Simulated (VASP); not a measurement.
# LiY with BLYP + D3: from relaxation to properties

Wanted: the relaxed cell of LiY and its properties. The steps: rough relaxation of the start cell, full relaxation (BLYP + D3), density, ELF and potential (BLYP + D3), band structure (BLYP + D3), density of states (BLYP + D3), band structure (BLYP + D3 + SOC), a single point (BLYP + D3) with a changed input and total and projected DOS (BLYP + D3) with a changed input. The cell is invented: it takes the structure of COD entry 1524193, DyCu (space group 221 there), with all of its atoms replaced by other elements, volume scaled by an estimate. It may not be a known or stable phase. Left out of this account: at least 1 further run (elastic: elastic constants of a metal on too coarse a mesh).

Program: VASP 6.6.1. Level of theory: BLYP with D3; plane waves and PAW (Y_sv, Li_sv), in the first sound run; inputs show where later runs differ. Results are calculated unless marked as measured.

Most raw output is cut from this account.

## 1. The structure

Before any relaxation, the start is as follows. The structure is cubic, space group Pm-3m (No. 221). The conventional cell has a = 3.664 Å, b = 3.664 Å, c = 3.664 Å, α = 90.00°, β = 90.00°, γ = 90.00°. Nearest to Y lie 8 Li at 3.17 Å. Li has 8 Y at 3.17 Å nearest. It derives from DyCu. It takes the structure of COD entry 1524193, DyCu (space group 221 there), with all of its atoms replaced by other elements, volume scaled by an estimate. Farther neighbours are not listed.

Coordinates:

```cif
data_structure
_symmetry_space_group_name_H-M 'Pm-3m'
_symmetry_Int_Tables_number 221
_cell_length_a 3.6639
_cell_length_b 3.6639
_cell_length_c 3.6639
_cell_angle_alpha 90.000
_cell_angle_beta 90.000
_cell_angle_gamma 90.000
_cell_volume 49.18
loop_
_atom_site_label
_atom_site_type_symbol
_atom_site_symmetry_multiplicity
_atom_site_Wyckoff_symbol
_atom_site_fract_x
_atom_site_fract_y
_atom_site_fract_z
_atom_site_occupancy
Y1 Y 1 b 0.50000 0.50000 0.50000 1
Li1 Li 1 a 0.00000 0.00000 0.00000 1
```

## 2. Rough relaxation of the start cell

The start is only an estimate, so a cheap relaxation brings it near a minimum before any careful run. BLYP comes from molecular chemistry and underbinds dense solids. A dispersion term adds the long-range attraction that semilocal functionals lack. D3 makes the C6 coefficients depend on coordination; zero damping switches the term off at short range.

INCAR reads:

```
SYSTEM = LiY
PREC = Normal
ENCUT = 650
EDIFF = 1E-05
NELM = 60
ISMEAR = 0
SIGMA = 0.05
LREAL = .FALSE.
ALGO = Fast
GGA = B5
ALDAX = 1
AGGAX = 1
AGGAC = 1
ALDAC = 0
IVDW = 11
VDW_S6 = 1
VDW_S8 = 1.682
VDW_SR = 1.094
VDW_SR8 = 1
NBANDS = 13
LORBIT = 11
LWAVE = .FALSE.
LCHARG = .FALSE.
IBRION = 2
NSW = 40
ISIF = 3
EDIFFG = -0.04
```

POSCAR reads:

```
LiY
1.0
    3.6638690000      0.0000000000      0.0000000000
    0.0000000000      3.6638690000      0.0000000000
    0.0000000000      0.0000000000      3.6638690000
Y Li
1 1
Direct
    0.5000000000      0.5000000000      0.5000000000
    0.0000000000      0.0000000000      0.0000000000
```

KPOINTS reads:

```
Automatic mesh
0
Gamma
5 5 5
0 0 0
```

Potentials, in the order of the species: Y_sv and Li_sv (PBE family, release 64).

Started as:

```
$ mpirun -np 1 vasp_std
```

Elapsed: 30 s, on 1 MPI rank of Intel Xeon 6975P-C (Granite Rapids), shared host; peak memory 0.16 GiB.

The k-mesh is coarse for a metal. This relaxation is a rough one on cheap settings, only to bring the start near its minimum. The PAW data sets were made with PBE, which is usual practice but a small mismatch for other functionals. Dispersion corrections of this kind ignore metallic screening and tend to overbind metals. The run keeps the 48 symmetry operations of its start, so it cannot find a distortion of lower symmetry.

Relaxation path:

```
step  energy less that of the first step (eV)  largest force (eV/Å)  pressure (GPa)  volume (Å³)
   1                                   0.0000                0.0000            0.89        49.18
   2                                  -0.0032                0.0000            0.25        50.16
```

```
conventional cell, symmetrised  before  after  change
                         a (Å)   3.664  3.688  +0.7 %
                         b (Å)   3.664  3.688  +0.7 %
                         c (Å)   3.664  3.688  +0.7 %
              volume (Å³/atom)   24.59  25.08  +2.0 %
```

Final coordinates:

```xyz
2
Lattice="3.6879 0.0000 0.0000 0.0000 3.6879 0.0000 0.0000 0.0000 3.6879" Properties=species:S:1:pos:R:3 pbc="T T T"
Y     1.8439    1.8439    1.8439
Li    0.0000    0.0000    0.0000
```

Numbers from this step:

* electrons: 14
* bands: 13
* irreducible k-points: 10
* symmetry operations: 48
* free energy (TOTEN): -7.709 eV
* energy at zero smearing: -7.706 eV
* Fermi energy: 2.777 eV
* pressure: 0.2492 GPa
* metallic, judged on the points sampled: yes
* SCF cycles over all ionic steps: 80

It ends with forces that vanish by symmetry and a pressure of 0.25 GPa.

## 3. Full relaxation (BLYP + D3)

Properties are meant for the cell that this level of theory prefers, so cell and atoms are relaxed first (ISIF = 3) until forces and stress are small; EDIFFG sets the threshold.

INCAR reads:

```
SYSTEM = LiY
PREC = Accurate
ENCUT = 650
EDIFF = 1E-06
NELM = 100
ISMEAR = 0
SIGMA = 0.05
LREAL = .FALSE.
ALGO = Normal
GGA = B5
ALDAX = 1
AGGAX = 1
AGGAC = 1
ALDAC = 0
IVDW = 11
VDW_S6 = 1
VDW_S8 = 1.682
VDW_SR = 1.094
VDW_SR8 = 1
NBANDS = 13
LORBIT = 11
LWAVE = .FALSE.
LCHARG = .FALSE.
IBRION = 2
NSW = 60
ISIF = 3
EDIFFG = -0.01
```

POSCAR reads:

```
LiY
1.0
    3.6878923485      0.0000000000      0.0000000000
    0.0000000000      3.6878923485      0.0000000000
    0.0000000000      0.0000000000      3.6878923485
Y Li
1 1
Direct
    0.5000000000      0.5000000000      0.5000000000
    0.0000000000      0.0000000000      0.0000000000
```

KPOINTS reads:

```
Automatic mesh
0
Gamma
6 6 6
0 0 0
```

Started as:

```
$ mpirun -np 1 vasp_std
```

Elapsed: 25 s, on 1 MPI rank; peak memory 0.2 GiB.

Little changed from the start: no atom moved by 0.005 Å and no cell edge by 0.1 %.

Numbers from this step:

| Item | Value |
| --- | --- |
| irreducible k-points | 20 |
| free energy (TOTEN) | -7.702 eV |
| energy at zero smearing | -7.702 eV |
| Fermi energy | 2.719 eV |
| pressure | 0.05418 GPa |
| SCF cycles over all ionic steps | 21 |

It ends with forces that vanish by symmetry and a pressure of 0.05 GPa.

## 4. Density, ELF and potential (BLYP + D3)

The relaxed cell gets a fresh self-consistent run, on a basis set for its own volume, to fix the density and to check the remaining stress.

Changes to INCAR since step 3:

```diff
@@ -22,6 +22,5 @@
 LWAVE = .FALSE.
-LCHARG = .FALSE.
-IBRION = 2
-NSW = 60
-ISIF = 3
-EDIFFG = -0.01
+LCHARG = .TRUE.
+ISIF = 2
+LELF = .TRUE.
+LVHAR = .TRUE.
```

POSCAR reads:

```
LiY
1.0
    3.6905386958      0.0000000000      0.0000000000
    0.0000000000      3.6905386958      0.0000000000
    0.0000000000      0.0000000000      3.6905386958
Y Li
1 1
Direct
    0.5000000000      0.5000000000      0.5000000000
    0.0000000000      0.0000000000      0.0000000000
```

KPOINTS is that of step 3.

Started as:

```
$ mpirun -np 1 vasp_std
```

The job ended after 16 s (1 MPI rank; peak memory 0.2 GiB).

This step gave:

| Item | Value |
| --- | --- |
| SCF cycles | 14 |
| pressure | 0.03927 GPa |

Valence electrons inside each PAW sphere by angular momentum. Sphere charges, by row:

```csv
atom,s (e),p (e),d (e),f (e),tot (e)
Y1,2.282,6.205,0.885,0.005,9.376
Li2,2.053,0.065,0,0,2.118
```

Electrostatic potential energy in the ac plane at fractional y = 0.000, with atoms of Li within 0.2 Å of it. With pseudopotentials it is smooth inside the atoms' cores, unlike the true potential.

Ten even steps from '0' (-31 eV) to '9' (3 eV), each cell a mean:
```
01689999999740
35789999999874
77899999999887
89999999999999
99999999999999
99999999999999
99999999999999
99999999999999
99999999999999
99999999999999
88899999999988
56789999999876
02689999999751
00589999998730
```
Columns run along a (3.7 Å; values clipped at the 3rd and 97th percentile), rows up along c (3.7 Å). Atoms in or near the plane, at fractional coordinates: Li at (0.00, 0.00).

ELF in the ac plane at fractional y = 0.000, with atoms of Li within 0.2 Å of it. It is the smooth field of the valence electrons, not physical close to the nuclei.

Ten even steps from '_' (0.29 × 1e-1) to '@' (9.11 × 1e-1), each cell a mean:
```
@@**____--**##%%##**::__..%%
--..__..==**######**--____..
______::++**********==..____
..::--++++++====++++++==--::
******++++==------==++******
######**==--::::::--++**####
%%####**==::....::--==**##%%
%%####**==--::..::--==**####
********++----::--==++******
::--==++++++======++++++==--
____..--++********++++::..__
..____..==**######**--______
@@++____--**######**::__..**
@@@@..__::**%%%%##**..__--@@
```
Columns run along a (3.7 Å), rows up along c (3.7 Å). Atoms in or near the plane, at fractional coordinates: Li at (0.00, 0.00).

Valence density in the ac plane at fractional y = 0.000, with atoms of Li within 0.2 Å of it. It is the smooth field of the valence electrons, not physical close to the nuclei.

Ten steps, logarithmic in the rise over the least value, from '_' (0.07 × 1e0 e/Å³) to '@' (9.62 × 1e0 e/Å³), each cell a mean:
```
%%##--__________________==##
++==..__________________..==
..__________________________
____________________________
____________________________
____________________________
____________________________
____________________________
____________________________
____________________________
____________________________
==--____________________..--
%%**--__________________==##
@@%%==________________..++%%
```
Columns run along a (3.7 Å), rows up along c (3.7 Å). Atoms in or near the plane, at fractional coordinates: Li at (0.00, 0.00).

In this run the pressure is 0.04 GPa, small enough to go on; single stress components reach 0.04 GPa.

## 5. Band structure (BLYP + D3)

Levels along the symmetry lines show where the bands peak and cross; KPOINTS_OPT computes them in the converged potential.

Changes to INCAR since step 4:

```diff
@@ -19,8 +19,5 @@
 VDW_SR8 = 1
-NBANDS = 13
+NBANDS = 19
 LORBIT = 11
 LWAVE = .FALSE.
-LCHARG = .TRUE.
-ISIF = 2
-LELF = .TRUE.
-LVHAR = .TRUE.
+LCHARG = .FALSE.
```

POSCAR is that of step 4.

KPOINTS is that of step 4.

KPOINTS_OPT reads:

```
Line mode
16
Line-mode
Reciprocal
  0.00000000   0.00000000   0.00000000 GAMMA
  0.00000000   0.50000000   0.00000000 X

  0.00000000   0.50000000   0.00000000 X
  0.50000000   0.50000000   0.00000000 M

  0.50000000   0.50000000   0.00000000 M
  0.00000000   0.00000000   0.00000000 GAMMA

  0.00000000   0.00000000   0.00000000 GAMMA
  0.50000000   0.50000000   0.50000000 R

  0.50000000   0.50000000   0.50000000 R
  0.00000000   0.50000000   0.00000000 X

  0.50000000   0.50000000   0.00000000 M
  0.50000000   0.50000000   0.50000000 R
```

Started as:

```
$ mpirun -np 1 vasp_std
```

Elapsed: 47 s, on 1 MPI rank; peak memory 0.2 GiB.

Numbers from this step:

```
SCF cycles : 17
bands      : 19
pressure   : 0.03691 GPa
```

The electronic bands at the labelled points (eV, zero at the Fermi level; # counts the bands kept in this run):

```csv
point,#1,#2,#3,#4,#5,#6
Γ,-4.22,-0.08,-0.08,3.68,3.68,3.68
0.47 of the way,-3.59,-0.03,0.16,2.51,2.51,3.77
X,-2.46,-0.66,0.51,1.72,1.72,3.87
0.47 of the way,-1.66,-0.88,0.91,1.21,1.98,3.09
M,-1.19,-0.03,0.80,0.80,2.38,2.38
0.47 of the way,-2.61,0.01,0.40,1.46,2.42,2.90
Γ,-4.22,-0.08,-0.08,3.68,3.68,3.68
0.47 of the way,-2.37,0.34,0.34,1.68,1.99,1.99
R,-0.92,-0.92,-0.92,4.71,4.71,4.71
0.53 of the way,-0.99,-0.90,0.24,1.49,2.17,2.90
X,-2.46,-0.66,0.51,1.72,1.72,3.87
jump to M,-1.19,-0.03,0.80,0.80,2.38,2.38
0.47 of the way,-1.07,-0.20,-0.20,1.21,3.59,3.59
R,-0.92,-0.92,-0.92,4.71,4.71,4.71
```

Of the projections kept (Y, Li), the largest for each band there, as a share of the weight inside these atoms' spheres; weight between the spheres isn't counted:

```
point      #1      #2      #3      #4      #5      #6
    Γ  Y 0.86  Y 1.00  Y 1.00  Y 1.00  Y 1.00  Y 1.00
    X  Y 0.93  Y 0.85  Y 1.00  Y 0.96  Y 0.96  Y 1.00
    M  Y 0.92  Y 1.00  Y 0.86  Y 0.86  Y 1.00  Y 1.00
    Γ  Y 0.86  Y 1.00  Y 1.00  Y 1.00  Y 1.00  Y 1.00
    R  Y 0.93  Y 0.93  Y 0.93  Y 1.00  Y 1.00  Y 1.00
    X  Y 0.93  Y 0.85  Y 1.00  Y 0.96  Y 0.96  Y 1.00
```

There is no gap at this level.

Of the bands kept, 2 cross the Fermi level on this path.

## 6. Density of states (BLYP + D3)

Here the states are counted by energy and projected on the atoms. The mesh is finer than in the run before.

Changes to INCAR since step 5:

```diff
@@ -5,3 +5,3 @@
 NELM = 100
-ISMEAR = 0
+ISMEAR = -5
 SIGMA = 0.05
@@ -23 +23,2 @@
 LCHARG = .FALSE.
+NEDOS = 2001
```

POSCAR is that of step 5.

KPOINTS reads:

```
Automatic mesh
0
Gamma
9 9 9
0 0 0
```

Started as:

```
$ mpirun -np 1 vasp_std
```

Elapsed: 27 s, on 1 MPI rank; peak memory 0.22 GiB.

The DOS at the Fermi level is high for the number of transition-metal atoms. It is one value on this mesh and may be a narrow spike; if it stands, a magnetic instability is possible, which a run without spin can't show. With tetrahedra the forces and stress of a metal are not exact derivatives of the energy.

This step gave:

| Quantity | Value |
| --- | --- |
| SCF cycles | 14 |
| irreducible k-points | 35 |
| free energy (TOTEN) | -7.699 eV |
| Fermi energy | 2.723 eV |
| pressure | 0.1202 GPa |
| DOS at the Fermi level, one point of the energy grid | 3.136 states/eV/cell |

The density of states has structure finer than the step of the table below, so its rows give means over 1 eV, whole bins alone (the curve runs from -12.0 to 7.97 eV). Peaks (eV: height): total -0.7: 3.40, 0.0: 3.33, 0.5: 3.06, 1.4: 2.83, 2.2: 4.19, 2.6: 4.04, 4.9: 5.75; Y d -1.2: 0.732, 0.0: 1.52, 1.4: 1.62, 2.2: 2.56, 2.6: 2.69, 4.9: 4.05; Y p -1.2: 0.148, -0.6: 0.484, 0.5: 0.335, 1.2: 0.225, 2.6: 0.297, 5.4: 0.226, 7.4: 0.355.

States under -12.0 eV and over 8.0 eV are left out. Density of states against energy, zero at the Fermi level; means over each step; values in states/eV/cell:

```csv
energy (eV),total,Y d,Y p
-5,0,0,0
-4,0.109,3.9e-4,0.00284
-3,0.421,0.0118,0.0240
-2,0.735,0.0641,0.0614
-1,1.52,0.398,0.144
0,2.58,1.02,0.227
1,1.73,0.836,0.173
2,2.50,1.50,0.125
3,2.16,1.42,0.201
4,0.309,0.181,0.0607
5,1.73,1.11,0.142
6,0.638,0.243,0.103
7,1.74,0.432,0.278
```

The finer mesh and the other smearing move the Fermi level by +0.00 eV from the 6×6×6 run, a small shift, which tests the Fermi level alone. Of the states within 0.3 eV of the Fermi level, the largest shares in the PAW spheres are Y d 42 % and Y p 8 %. The rest lies in smaller channels or between the spheres.

## 7. Band structure (BLYP + D3 + SOC)

This step: BLYP with D3, spin-orbit coupling; plane waves and PAW (Y_sv, Li_sv); invented cell (VASP 6.6.1).

Levels along the symmetry lines show where the bands peak and cross; KPOINTS_OPT computes them in the converged potential. Spin-orbit coupling needs spinors and the noncollinear program, where each band holds one electron.

Changes to INCAR since step 6:

```diff
@@ -5,3 +5,3 @@
 NELM = 100
-ISMEAR = -5
+ISMEAR = 0
 SIGMA = 0.05
@@ -19,3 +19,9 @@
 VDW_SR8 = 1
-NBANDS = 19
+LNONCOLLINEAR = .TRUE.
+MAGMOM = 0 0 0 0 0 0
+NBANDS = 26
+GGA_COMPAT = .FALSE.
+LASPH = .TRUE.
+LSORBIT = .TRUE.
+LMAXMIX = 4
 LORBIT = 11
@@ -23,2 +29 @@
 LCHARG = .FALSE.
-NEDOS = 2001
```

POSCAR is that of step 6.

KPOINTS reads:

```
Automatic mesh
0
Gamma
5 5 5
0 0 0
```

KPOINTS_OPT is that of step 5.

Started as:

```
$ mpirun -np 1 vasp_ncl
```

The job ended after 2.2 min (1 MPI rank; peak memory 0.32 GiB).

LASPH is on here and off in scalar runs of this session, so a comparison with those holds both changes.

This step gave:

| Property | Result |
| --- | --- |
| bands | 26 |
| irreducible k-points | 10 |
| free energy (TOTEN) | -7.759 eV |
| energy at zero smearing | -7.756 eV |
| Fermi energy | 2.769 eV |
| pressure | 0.1551 GPa |

On-site spin-orbit energy by atom:

```csv
atom,on-site spin-orbit energy (eV)
Y1,-0.0983
Li2,0.0000
```

The electronic bands at the labelled points (eV, zero at the Fermi level; # counts the bands kept in this run):

```
          point     #1     #2     #3     #4     #5     #6    #7    #8
              Γ  -4.27  -4.27  -0.15  -0.15  -0.15  -0.15  3.58  3.58
0.47 of the way  -3.65  -3.65  -0.09  -0.09   0.09   0.09  2.42  2.42
              X  -2.51  -2.51  -0.71  -0.71   0.44   0.44  1.64  1.64
0.47 of the way  -1.72  -1.72  -0.94  -0.94   0.84   0.84  1.15  1.15
              M  -1.24  -1.24  -0.09  -0.09   0.69   0.69  0.81  0.81
0.47 of the way  -2.66  -2.66  -0.05  -0.05   0.34   0.34  1.39  1.39
              Γ  -4.27  -4.27  -0.15  -0.15  -0.15  -0.15  3.58  3.58
0.47 of the way  -2.42  -2.42   0.28   0.28   0.28   0.28  1.61  1.61
              R  -0.98  -0.98  -0.98  -0.98  -0.96  -0.96  4.45  4.45
0.53 of the way  -1.05  -1.05  -0.95  -0.95   0.18   0.18  1.41  1.41
              X  -2.51  -2.51  -0.71  -0.71   0.44   0.44  1.64  1.64
      jump to M  -1.24  -1.24  -0.09  -0.09   0.69   0.69  0.81  0.81
0.47 of the way  -1.13  -1.13  -0.28  -0.28  -0.24  -0.24  1.15  1.15
              R  -0.98  -0.98  -0.98  -0.98  -0.96  -0.96  4.45  4.45
```

Of the projections kept (Y, Li), the largest for each band there, as a share of the weight inside these atoms' spheres; weight between the spheres isn't counted:

```
point      #1      #2      #3      #4      #5      #6      #7      #8
    Γ  Y 0.86  Y 0.86  Y 1.00  Y 1.00  Y 1.00  Y 1.00  Y 1.00  Y 1.00
    X  Y 0.93  Y 0.93  Y 0.85  Y 0.85  Y 1.00  Y 1.00  Y 0.96  Y 0.96
    M  Y 0.92  Y 0.92  Y 1.00  Y 1.00  Y 0.87  Y 0.87  Y 0.85  Y 0.85
    Γ  Y 0.86  Y 0.86  Y 1.00  Y 1.00  Y 1.00  Y 1.00  Y 1.00  Y 1.00
    R  Y 0.93  Y 0.93  Y 0.93  Y 0.93  Y 0.93  Y 0.93  Y 1.00  Y 1.00
    X  Y 0.93  Y 0.93  Y 0.85  Y 0.85  Y 1.00  Y 1.00  Y 0.96  Y 0.96
```

There is no gap at this level.

## 8. A single point (BLYP + D3) with a changed input

This step: BLYP with D3; plane waves and PAW (Y_sv, Li_sv); invented cell (VASP 6.6.1).

A single point gives energy, forces and stress at these settings. Some settings are moved from the usual, to see what they do.

INCAR reads:

```
SYSTEM = LiY
PREC = Accurate
ENCUT = 650
EDIFF = 1E-06
NELM = 100
ISMEAR = 0
SIGMA = 0.3
LREAL = On
ALGO = Normal
GGA = B5
ALDAX = 1
AGGAX = 1
AGGAC = 1
ALDAC = 0
IVDW = 11
VDW_S6 = 1
VDW_S8 = 1.682
VDW_SR = 1.094
VDW_SR8 = 1
NBANDS = 13
LORBIT = 11
LWAVE = .FALSE.
LCHARG = .FALSE.
ISIF = 2
NELECT = 14.5
```

POSCAR is that of step 7.

KPOINTS reads:

```
Automatic mesh
0
Gamma
6 6 6
0 0 0
```

Started as:

```
$ mpirun -np 1 vasp_std
```

Elapsed: 17 s, on 1 MPI rank; peak memory 0.2 GiB.

The run converged; its settings lie outside those of the reference runs, so its numbers are set aside.

Settings moved from the usual: SIGMA = 0.3, LREAL = On and NELECT = 14.5.

NELECT differs from the neutral count, so the cell is charged against a uniform background: another system, not a numerical setting.

## 9. Total and projected DOS (BLYP + D3) with a changed input

This run is made with a changed input; what comes of it follows.

INCAR reads:

```
SYSTEM = LiY
PREC = Accurate
ENCUT = 650
EDIFF = 1E-06
NELM = 59
ISMEAR = -5
SIGMA = 0.05
LREAL = .FALSE.
ALGO = Normal
GGA = B5
ALDAX = 1
AGGAX = 1
AGGAC = 1
ALDAC = 0
IVDW = 11
VDW_S6 = 1
VDW_S8 = 1.682
VDW_SR = 1.094
VDW_SR8 = 1
NBANDS = 19
LORBIT = 11
LWAVE = .FALSE.
LCHARG = .FALSE.
NEDOS = 2001
```

Changes to POSCAR since step 8:

```diff
@@ -9,2 +9,2 @@
     0.5000000000      0.5000000000      0.5000000000
-    0.0000000000      0.0000000000      0.0000000000
+    0.4871700000      0.5203200000      0.5125200000
```

KPOINTS reads:

```
Automatic mesh
0
Gamma
9 9 9
0 0 0
```

Started as:

```
$ mpirun -np 1 vasp_std
```

Wall time 4.4 s (1 MPI rank).

VASP stopped before it finished a first electronic cycle.

VASP's message: “EDDAV: Call to ZHEGV failed. Returncode = 15 2 16”. No number of this run is used.

The fault in the input: overlapping atoms. Two atoms sit far too close; correct POSCAR.

## 10. Outcome

| Property | Result |
| --- | --- |
| relaxed volume | 25.13 Å³/atom |
| relaxed conventional cell a, b, c | 3.691, 3.691, 3.691 Å |
| space group after relaxing, within 0.02 Å | Pm-3m (No. 221) |
| band gap | none, a metal |
| DOS at the Fermi level | 3.14 states/eV/cell |
| band gap (BLYP + D3 + SOC) | none, a metal |

With BLYP + D3, LiY relaxes to 25.13 Å³/atom in space group Pm-3m (held by the symmetry of the run) and comes out as a metal. Band structure (BLYP + D3): Of the bands kept, 2 cross the Fermi level on this path. Band structure (BLYP + D3 + SOC): Of the bands kept, 4 cross the Fermi level on this path (spinor bands, one electron each). LASPH was switched on together with spin-orbit coupling, so shifts put down to the coupling hold both changes, and that of the mesh where it differs. The k-sampling is coarse for a metal, so the Fermi level, pressures and the shape of the cell carry errors. No search among competing phases was made. All values are for a static lattice at zero temperature.

[Lines on the potential files, build, host, timing and source positions are cut from VASP's logs without a mark.]

[Logs are printed without paths, hosts, clocks, repeated set-up lines and the standing remarks that a program may print on its own settings, such as how far it seeks lower states.]

[Hosts, paths, dates, database ids (printed as entryN), source tags and the programs' standing remarks are cut or masked in the printed files.]

[A measured line is paired with the nearest computed mode of its activity, which favours agreement.]

[In band tables of VASP the shares of atoms and orbitals are scaled to a sum of 1 inside the atoms' spheres.]
